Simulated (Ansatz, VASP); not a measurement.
# Cross-check of Al2InN3 between VASP and Ansatz, part 2 of 2

One calculation is typed for both programs; each brings its own data sets. How far apart do they land? The cell is taken from a series of runs on this material, whose earlier steps may have relaxed, scaled, displaced or heated it; both programs get it as it stands.

VASP 6.6.1 and Ansatz 0.2.0.

So far. Step 3 (VASP: single point, PBE): The run ends at a pressure of 4.24 GPa, with forces up to 0.020 eV/Å.

## 5. VASP: single point, r2SCAN

Level of this step: r2SCAN; plane waves and PAW (Al, In_d, N) (VASP).

A single point takes one fixed geometry, so differences don't come from the geometry; what else differs is listed under the comparison.

INCAR

```
SYSTEM = Al2InN3
PREC = Accurate
ENCUT = 660
EDIFF = 1E-06
NELM = 120
ISMEAR = 0
SIGMA = 0.01
LREAL = .FALSE.
ALGO = Normal
METAGGA = R2SCAN
LASPH = .TRUE.
NBANDS = 46
LORBIT = 11
LWAVE = .FALSE.
LCHARG = .FALSE.
ISIF = 2
GGA_COMPAT = .FALSE.
EFERMI = MIDGAP
LMIXTAU = .TRUE.
KPAR = 2
```

POSCAR

```
Al2InN3
1.0
    4.8800190524     -2.8055151375      0.0000000000
    4.8800190524      2.8055151375      0.0000000000
    0.0000000000      0.0000000000      5.1994618000
Al In N
4 2 6
Direct
    0.0085428600      0.3349002500      0.9916267200
    0.6650997500      0.9914571400      0.9916267200
    0.9914571400      0.6650997500      0.4916267200
    0.3349002500      0.0085428600      0.4916267200
    0.3219155300      0.6780844700      0.9863837600
    0.6780844700      0.3219155300      0.4863837600
    0.0369825600      0.3335805700      0.3557999700
    0.6664194300      0.9630174400      0.3557999700
    0.9630174400      0.6664194300      0.8557999700
    0.3335805700      0.0369825600      0.8557999700
    0.2980913400      0.7019086600      0.4067628300
    0.7019086600      0.2980913400      0.9067628300
```

KPOINTS

```
Automatic mesh
0
Gamma
6 6 4
0 0 0
```

Potentials, in the order of the species: Al, In_d and N (PBE family, release 64).

Run with:

```bash
$ mpirun -np 2 vasp_std
```

Numbers of over 12 decimals in the logs are rounded to 6 here.

Output:

```text
[banner, memory and clock lines left out]
running    2 mpi-ranks, on    1 nodes
[...]
|                                                                             |
|               ----> ADVICE to this user running VASP <----                  |
|                                                                             |
|     You enforced a specific xc type in the INCAR file but a different       |
|     [... a line on the potential file left out ...]
|     I HOPE YOU KNOW WHAT YOU ARE DOING!                                     |
|                                                                             |

 LDA part: xc-table for (None), standard interpolation
 POSCAR, INCAR and KPOINTS ok, starting setup
[...]
entering main loop
       N       E                     dE             d eps       ncg     rms          rms(c)
DAV:   1     0.740702692188E+03    0.74070E+03   -0.35975E+04  3596   0.206E+03
DAV:   2    -0.886259611262E+01   -0.74957E+03   -0.69970E+03  3716   0.538E+02
DAV:   3    -0.159469456659E+03   -0.15061E+03   -0.14468E+03  4190   0.219E+02
DAV:   4    -0.171020357254E+03   -0.11551E+02   -0.11439E+02  4888   0.637E+01
[...]
DAV:  19    -0.140700434092E+03   -0.12681E-04   -0.64446E-06  3528   0.294E-02    0.513E-03
DAV:  20    -0.140700435196E+03   -0.11042E-05   -0.64302E-07  2490   0.640E-03    0.705E-04
DAV:  21    -0.140700435333E+03   -0.13637E-06   -0.17438E-07  2322   0.436E-03
   1 F= -.14070044E+03 E0= -.14070044E+03  d E =0.000000E+00
```

From OUTCAR (step 5):

```text
  Total       -0.0337039      0.0337364      0.0375125      0.0000000      0.0000000      0.0000000
  in kB       -0.3792873      0.3796525      0.4221476      0.0000000      0.0000000      0.0000000
  external PRESSURE =       0.1408376 kB  Pullay stress =       0.0000000 kB

 POSITION                                       TOTAL-FORCE (eV/Angst)
 -----------------------------------------------------------------------------------
      1.67601      0.91560      5.15593         0.001741      0.005725     -0.000195
      8.08403      0.91560      5.15593        -0.001741      0.005725     -0.000195
      8.08403     -0.91560      2.55619        -0.001741     -0.005725     -0.000195
      1.67601     -0.91560      2.55619         0.001741     -0.005725     -0.000195
      4.88002      0.99924      5.12866         0.000000      0.007433     -0.015262
      4.88002     -0.99924      2.52893         0.000000     -0.007433     -0.015262
      1.80836      0.83211      1.84997         0.000057      0.008376      0.005005
      7.95168      0.83211      1.84997        -0.000057      0.008376      0.005005
      7.95168     -0.83211      4.44970        -0.000057     -0.008376      0.005005
      1.80836     -0.83211      4.44970         0.000057     -0.008376      0.005005
      4.88002      1.13292      2.11495         0.000000      0.001732      0.005641
      4.88002     -1.13292      4.71468         0.000000     -0.001732      0.005641
 -----------------------------------------------------------------------------------
    total drift:                                0.000000      0.000000     -0.013314

  FREE ENERGIE OF THE ION-ELECTRON SYSTEM (eV)
  ---------------------------------------------------
  free  energy   TOTEN  =      -140.7004353327 eV

  energy  without entropy=     -140.7004353327  energy(sigma->0) =     -140.70043533

[... 1 part as in an earlier step ...]

[... 2 further parts left out ...]
[key lines of the parts left out:]
E-fermi :   7.4668
```

The run ends at a pressure of 0.01 GPa, with forces up to 0.017 eV/Å.

## 6. Ansatz: single point, r2SCAN

The same cell, functional and mesh now go to Ansatz, which takes its cutoff from its data sets.

The cell is taken from a series of runs on this material, whose earlier steps may have relaxed, scaled, displaced or heated it; both programs get it as it stands.

input.yaml

```yaml
crystal:
  lattice:
    - [4.8800190524, -2.8055151375, 0.0]
    - [4.8800190524, 2.8055151375, 0.0]
    - [0.0, 0.0, 5.1994618]
  atoms:
    - { symbol: Al, position: [0.00854286, 0.33490025, 0.99162672] }
    - { symbol: Al, position: [0.66509975, 0.99145714, 0.99162672] }
    - { symbol: Al, position: [0.99145714, 0.66509975, 0.49162672] }
    - { symbol: Al, position: [0.33490025, 0.00854286, 0.49162672] }
    - { symbol: In, position: [0.32191553, 0.67808447, 0.98638376] }
    - { symbol: In, position: [0.67808447, 0.32191553, 0.48638376] }
    - { symbol: "N", position: [0.03698256, 0.33358057, 0.35579997] }
    - { symbol: "N", position: [0.66641943, 0.96301744, 0.35579997] }
    - { symbol: "N", position: [0.96301744, 0.66641943, 0.85579997] }
    - { symbol: "N", position: [0.33358057, 0.03698256, 0.85579997] }
    - { symbol: "N", position: [0.29809134, 0.70190866, 0.40676283] }
    - { symbol: "N", position: [0.70190866, 0.29809134, 0.90676283] }
kpoints:
  mp_grid: { grid: [6, 6, 4] }
  band_path:
    path:
      - [0.0, 0.0, 0.0]
      - [0.5, 0.5, 0.0]
      - [0.33262704, 0.66737296, 0.0]
      - [-0.33262704, 0.33262704, 0.0]
      - [0.0, 0.0, 0.5]
      - [-0.33262704, 0.33262704, 0.5]
      - [0.33262704, 0.66737296, 0.5]
      - [0.5, 0.5, 0.5]
    npoints: 1
hamiltonian:
  xc: r2scan
  pseudopotentials: { kind: paw, azcp: { folder: soft_1 } }
scf:
  occupations: { method: fixed }
  n_extra_bands: 8
output:
  eigenvalues: true
  forces: true
  stress: true
```

Run with:

```bash
$ ansatz run input.yaml --threads 2 --pin off --max-ram 92160MiB --backend cuda --events-out ev --progress --plain --runs-dir out --devices 1 --max-vram 13GiB
```

Output:

```text
[...]
GPUs: using 1 of 1 available (devices: 1).
[...]
GPU FFT provider: cuFFT
GPU libraries: cuBLAS 13.8.2, cuFFT 12.4.0, cuSOLVER 12.3.4
Crystal: 12 atoms, lattice volume = 142.371 Å³
Basis set: ecut = 500 eV, 3589 PW (Γ), exchange–correlation on 180×180×160 points (64 copies of the dense FFT grid, shifted against one another)
[...]
k-point 0: bands = [... 30 lower, 7.3622, 7.9163, 7.9300, 7.9918, 10.7298, 13.0937, 13.8071, 14.1837, ... 4 higher]
  k-point 1: bands = [... 30 lower, 7.4331, 7.5517, 7.8045, 7.8550, 11.6204, 13.2275, 14.4929, 14.7229, ... 4 higher]
  k-point 2: bands = [... 30 lower, 7.5909, 7.5909, 7.8783, 7.8783, 12.9092, 12.9092, 15.4430, 15.4430, ... 4 higher]
  k-point 38: bands = [... 30 lower, 7.0859, 7.0859, 7.3930, 7.3930, 13.2622, 13.2622, 14.2424, 14.2424, ... 4 higher]
[key lines of the parts left out:]
SCF converged after 9 iterations
Free energy (F): -15707.624984 eV
Fermi energy:    7.991834 eV
P = ⅓ Tr σ = -0.0054 GPa (-0.054 kbar)
```

## 7. Differences

What differs besides the data sets and the points named for the pairs above, as far as they apply: VASP keeps PBE cores, Ansatz makes them for the functional; fixed occupations in Ansatz, narrow Gaussian smearing in VASP; the cutoff is 500 eV in Ansatz and 660 eV in VASP. Total energies have different zeros and are not compared.

Compared:

| quantity | Ansatz | VASP | difference |
| --- | --- | --- | --- |
| pressure (GPa) | -0.01 | 0.01 | -0.02 |
| gap on the k mesh (eV) | 2.738 | 2.779 | -0.041 |

The largest component of a force difference here is 41 meV/Å. A gap on the mesh is an upper bound, since the band edges may lie between its points.

## 8. VASP: single point, PBE, spin-orbit coupling

With cell and atoms fixed, the geometry can't cause a difference; cores, projectors, grids and the points listed under the comparison can.

INCAR

```
SYSTEM = Al2InN3
PREC = Accurate
ENCUT = 600
EDIFF = 1E-06
NELM = 200
ISMEAR = 0
SIGMA = 0.01
LREAL = .FALSE.
ALGO = Normal
GGA = PE
LNONCOLLINEAR = .TRUE.
MAGMOM = 0 0 0 0 0 0 0 0 0 0 0 0 0 0 0 0 0 0 0 0 0 0 0 0 0 0 0 0 0 0 0 0 0 0 0 0
NBANDS = 92
GGA_COMPAT = .FALSE.
LASPH = .TRUE.
LSORBIT = .TRUE.
LORBIT = 11
LWAVE = .FALSE.
LCHARG = .FALSE.
ISIF = 2
EFERMI = MIDGAP
KPAR = 2
```

POSCAR is that of step 5.

KPOINTS is that of step 5.

Run with:

```bash
$ mpirun -np 2 vasp_ncl
```

Output:

```text
[... set-up lines as in an earlier step ...]
 entering main loop
       N       E                     dE             d eps       ncg     rms          rms(c)
DAV:   1     0.845415146983E+03    0.84542E+03   -0.31324E+04  9584   0.187E+03
DAV:   2     0.993291853661E+02   -0.74609E+03   -0.69303E+03 10088   0.514E+02
DAV:   3    -0.764339751342E+02   -0.17576E+03   -0.16556E+03 10624   0.223E+02
DAV:   4    -0.955608000102E+02   -0.19127E+02   -0.18893E+02 13720   0.764E+01
[...]
DAV:  15    -0.808595896341E+02   -0.43290E-05   -0.31641E-05 12224   0.319E-02    0.211E-02
DAV:  16    -0.808595907711E+02   -0.11371E-05   -0.28991E-06 11168   0.144E-02    0.917E-03
DAV:  17    -0.808595911215E+02   -0.35042E-06   -0.42988E-07  6200   0.506E-03
   1 F= -.80859591E+02 E0= -.80859591E+02  d E =0.000000E+00  mag=     0.0000     0.0000    -0.0000
```

OUTCAR, selected parts (step 8):

```text
  Total        3.6656387      3.7016129      3.8555105      0.0000000      0.0000000      0.0000000
  in kB       41.2513070     41.6561439     43.3880315      0.0000000      0.0000000      0.0000000
  external PRESSURE =      42.0984941 kB  Pullay stress =       0.0000000 kB

 POSITION                                       TOTAL-FORCE (eV/Angst)
 -----------------------------------------------------------------------------------
      1.67601      0.91560      5.15593        -0.002483      0.008203      0.003279
      8.08403      0.91560      5.15593         0.002483      0.008203      0.003279
      8.08403     -0.91560      2.55619         0.002483     -0.008203      0.003279
      1.67601     -0.91560      2.55619        -0.002483     -0.008203      0.003279
      4.88002      0.99924      5.12866         0.000000      0.004756      0.003310
      4.88002     -0.99924      2.52893         0.000000     -0.004756      0.003310
      1.80836      0.83211      1.84997         0.014838     -0.002646     -0.007460
      7.95168      0.83211      1.84997        -0.014838     -0.002646     -0.007460
      7.95168     -0.83211      4.44970        -0.014838      0.002646     -0.007460
      1.80836     -0.83211      4.44970         0.014838      0.002646     -0.007460
      4.88002      1.13292      2.11495         0.000000      0.008515      0.005051
      4.88002     -1.13292      4.71468         0.000000     -0.008515      0.005051
 -----------------------------------------------------------------------------------
    total drift:                               -0.000000     -0.000000      0.001031

  FREE ENERGIE OF THE ION-ELECTRON SYSTEM (eV)
  ---------------------------------------------------
[...]
1        0.000   0.000   0.000   0.000
    2        0.000   0.000   0.000   0.000
    3       -0.000  -0.000   0.000  -0.000
    4       -0.000  -0.000   0.000  -0.000
    5        0.000   0.000  -0.000   0.000
    6       -0.000  -0.000   0.000  -0.000
    7        0.000  -0.000   0.000  -0.000
    8        0.000  -0.000   0.000  -0.000
    9       -0.000   0.000   0.000   0.000
   10       -0.000   0.000   0.000   0.000
   11       -0.000  -0.000   0.000  -0.000
   12        0.000   0.000   0.000   0.000
--------------------------------------------------
tot         -0.000  -0.000   0.000  -0.000

 magnetization (y)
# of ion       s       p       d       tot
------------------------------------------
    1       -0.000  -0.000   0.000  -0.000
    2        0.000   0.000   0.000   0.000
    3        0.000   0.000   0.000   0.000
    4       -0.000  -0.000   0.000  -0.000
    5        0.000   0.000   0.000   0.000
    6        0.000   0.000   0.000   0.000
    7       -0.000   0.000   0.000   0.000
    8        0.000  -0.000   0.000  -0.000
    9        0.000  -0.000   0.000  -0.000
   10       -0.000   0.000   0.000   0.000
   11        0.000   0.000   0.000   0.000
   12        0.000   0.000   0.000   0.000
--------------------------------------------------
tot          0.000   0.000   0.000   0.000

 magnetization (z)
# of ion       s       p       d       tot
------------------------------------------
    1        0.000   0.000   0.000   0.000
    2       -0.000  -0.000   0.000  -0.000
    3        0.000   0.000   0.000   0.000
    4       -0.000  -0.000   0.000  -0.000
    5        0.000   0.000   0.000   0.000
    6        0.000   0.000   0.000   0.000
    7       -0.000  -0.000   0.000  -0.000
    8        0.000   0.000   0.000   0.000
    9       -0.000  -0.000   0.000  -0.000
   10        0.000   0.000   0.000   0.000
   11        0.000   0.000   0.000   0.000
   12        0.000   0.000   0.000   0.000
--------------------------------------------------
tot          0.000  -0.000   0.000  -0.000

[... 1 part as in an earlier step ...]

[... 2 further parts left out ...]
[key lines of the parts left out:]
E-fermi :   7.4810
```

The run ends at a pressure of 4.21 GPa, with forces up to 0.017 eV/Å.

## 9. Ansatz: single point, PBE, spin-orbit coupling

The same cell, functional and mesh now go to Ansatz, which takes its cutoff from its data sets.

The cell is taken from a series of runs on this material, whose earlier steps may have relaxed, scaled, displaced or heated it; both programs get it as it stands.

input.yaml: that of step 6 with these lines changed.

```diff
@@ -32,7 +32,10 @@
 hamiltonian:
-  xc: r2scan
-  pseudopotentials: { kind: paw, azcp: { folder: soft_1 } }
+  xc: pbe
+  pseudopotentials: { kind: paw_fr, azcp: { folder: soft_1 } }
 scf:
   occupations: { method: fixed }
-  n_extra_bands: 8
+  n_extra_bands: 16
+magnetization:
+  noncollinear: true
+  spin_orbit: true
 output:
```

Run with:

```bash
$ ansatz run input.yaml --threads 2 --pin off --max-ram 92160MiB --backend cuda --events-out ev --progress --plain --runs-dir out --devices 1 --max-vram 13GiB
```

Output:

```text
[...]
GPUs: using 1 of 1 available (devices: 1).
[...]
non-collinear run that drives no moment, with spin-orbit: no starting moment large enough to seed its density (crystal.atoms[].spin), no starting occupations that ask for one, no magnetisation constraint and no magnetic field, so the semilocal B_xc is pinned to zero
[...]
k-point 1: bands = [... 64 lower, 8.0616, 8.0616, 8.1093, 8.1093, 11.4280, 11.4280, 12.9162, 12.9162, ... 12 higher]
  k-point 2: bands = [... 64 lower, 8.1141, 8.1141, 8.1141, 8.1141, 12.6469, 12.6469, 12.6469, 12.6469, ... 12 higher]
  k-point 38: bands = [... 64 lower, 7.6340, 7.6340, 7.6340, 7.6340, 12.9691, 12.9691, 12.9691, 12.9691, ... 12 higher]
[key lines of the parts left out:]
SCF converged after 9 iterations
Magnetization: |M| = 0.0000 μB,  M = (+0.0000, +0.0000, +0.0000) μB
Free energy (F): -15664.077464 eV
Fermi energy:    8.246104 eV
P = ⅓ Tr σ = 4.3331 GPa (43.331 kbar)
```

## 10. Differences

What differs besides the data sets and the points named for the pairs above, as far as they apply: spin-orbit coupling enters by fully relativistic files in Ansatz and inside the spheres in VASP. Total energies have different zeros and are not compared.

Compared:

| quantity | Ansatz | VASP | difference |
| --- | --- | --- | --- |
| pressure (GPa) | 4.33 | 4.21 | +0.12 |
| gap on the k mesh (eV) | 2.292 | 2.294 | -0.001 |

The largest component of a force difference here is 25 meV/Å. A gap on the mesh is an upper bound, since the band edges may lie between its points.

## 11. What came out

| Item | Value |
| --- | --- |
| difference in gap on the k mesh (single point, PBE) | -0.0019 eV |
| r.m.s. force difference (single point, PBE) | 10 meV/Å |
| r.m.s. force difference (single point, r2SCAN) | 18 meV/Å |
| difference in gap on the k mesh (single point, r2SCAN) | -0.041 eV |
| difference in gap on the k mesh (single point, PBE, spin-orbit coupling) | -0.0014 eV |
| r.m.s. force difference (single point, PBE, spin-orbit coupling) | 11 meV/Å |

**Reading.** The r.m.s. force difference is 18 meV/Å (single point, r2SCAN), beyond the 12 meV/Å picked in this series as the mark of a large difference. What causes the difference of the single point, r2SCAN pair stays open here. How closely two codes agree says nothing of how well the functional describes the real material.

[Lines on the potential files, build, host, timing and source positions are cut from VASP's logs without a mark.]

[Logs are printed without paths, hosts, clocks, repeated set-up lines and the standing remarks that a program may print on its own settings, such as how far it seeks lower states.]

[Hosts, paths, dates, database ids (printed as entryN), source tags and the programs' standing remarks are cut or masked in the printed files.]
